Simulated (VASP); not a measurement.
Input:

```xyz
2
Lattice="2.9186 0.0000 0.0000 0.0000 2.9186 0.0000 0.0000 0.0000 2.9186" Properties=species:S:1:pos:R:3 pbc="T T T"
Pb     0.0000     0.0000     0.0000
O      1.4593     1.4593     1.4593
```

Computed with PBEsol GGA, VASP's PBE PAW potentials (set 64) (plane waves; VASP). Run with 620 eV cut-off, 9×9×9 Γ-centred mesh, Gaussian smearing of 0.050 eV, potentials Pb_d O.

Question: Estimate the energy per atom (σ→0), pressure.

Answer: 
* **energy per atom (σ→0)**: -4.888 eV/atom
* **pressure**: 44.90 GPa

Only differences to runs with the same potentials and settings are physical.

The structure was generated: PbO was put into the CsCl type type (Pm-3m), which need not be its known phase. It was relaxed first under an external pressure of 45 GPa.
